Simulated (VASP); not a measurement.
Output of a VASP run:

**OSZICAR**
```
       N       E                     dE             d eps       ncg     rms          rms(c)
DAV:   1    -0.315241027425E+01   -0.31524E+01   -0.63638E+02   725   0.187E+02
DAV:   2    -0.410487082685E+01   -0.95246E+00   -0.88979E+00   790   0.216E+01
DAV:   3    -0.410994757672E+01   -0.50767E-02   -0.50767E-02   750   0.167E+00
DAV:   4    -0.410995544613E+01   -0.78694E-05   -0.78692E-05   730   0.636E-02
DAV:   5    -0.410995547819E+01   -0.32057E-07   -0.31619E-07   755   0.315E-03    0.139E+00
DAV:   6    -0.409340533455E+01    0.16550E-01   -0.24047E-03   675   0.306E-01    0.790E-01
DAV:   7    -0.408219970679E+01    0.11206E-01   -0.65705E-03   675   0.488E-01    0.167E-01
DAV:   8    -0.408218361280E+01    0.16094E-04   -0.30767E-05   680   0.559E-02    0.875E-03
DAV:   9    -0.408218280085E+01    0.81196E-06   -0.55876E-07   650   0.485E-03
   1 F= -.40821828E+01 E0= -.40818815E+01  d E =-.903819E-03
```

File OUTCAR:
```
------------------------ aborting loop because EDIFF is reached ----------------------------------------
  FORCE on cell =-STRESS in cart. coord.  units (eV):
  Direction    XX          YY          ZZ          XY          YZ          ZX
  --------------------------------------------------------------------------------------
  Total       -0.4811495     -0.4811495     -0.4811495     -0.0000000      0.0000000     -0.0000000
  in kB      -44.7562269    -44.7562269    -44.7562269     -0.0000000      0.0000000     -0.0000000
  external PRESSURE =     -44.7562269 kB  Pullay stress =       0.0000000 kB
  volume of cell :       17.22
      direct lattice vectors                 reciprocal lattice vectors
     0.000000000  2.049757000  2.049757000    -0.243931354  0.243931354  0.243931354
     2.049757000  0.000000000  2.049757000     0.243931354 -0.243931354  0.243931354
     2.049757000  2.049757000  0.000000000     0.243931354  0.243931354 -0.243931354
 POSITION                                       TOTAL-FORCE (eV/Angst)
 -----------------------------------------------------------------------------------
      0.00000      0.00000      0.00000         0.000000      0.000000      0.000000
 -----------------------------------------------------------------------------------
    total drift:                                0.000000      0.000000     -0.000000
  FREE ENERGIE OF THE ION-ELECTRON SYSTEM (eV)
  ---------------------------------------------------
  free  energy   TOTEN  =        -4.0821828008 eV

  energy  without entropy=       -4.0812789821  energy(sigma->0) =       -4.08188153
```
(Selected blocks of OUTCAR.)

POSCAR:
```
Al
1
    0.0000000000     2.0497570000     2.0497570000
    2.0497570000     0.0000000000     2.0497570000
    2.0497570000     2.0497570000     0.0000000000
Al
1
Direct
  0.0000000000   0.0000000000   0.0000000000
```

Reconstruct the remaining input files.

One answer among several that fit: the input of the run itself, PBEsol GGA, plane waves, VASP's PBE PAW potentials (set 64).

INCAR:
```
SYSTEM = Al
PREC = Accurate
ENCUT = 300
EDIFF = 1E-6
NELM = 100
ALGO = Normal
LREAL = .FALSE.
LASPH = .TRUE.
ISMEAR = 1
SIGMA = 0.2
GGA = PS
LWAVE = .FALSE.
LCHARG = .FALSE.
ISIF = 2
```

### KPOINTS
```
Automatic mesh
0
Gamma
11 11 11
0 0 0
```

POTCAR, in this order: Al (PBE.64 set). Program: vasp_std.

The structure comes from a computed database's Al entry; how it stands against other phases isn't given here. The cell was not relaxed at this level. The run is one of a series of settings (ISMEAR = 1, SIGMA = 0.2 against the base run), some of them coarse on purpose.
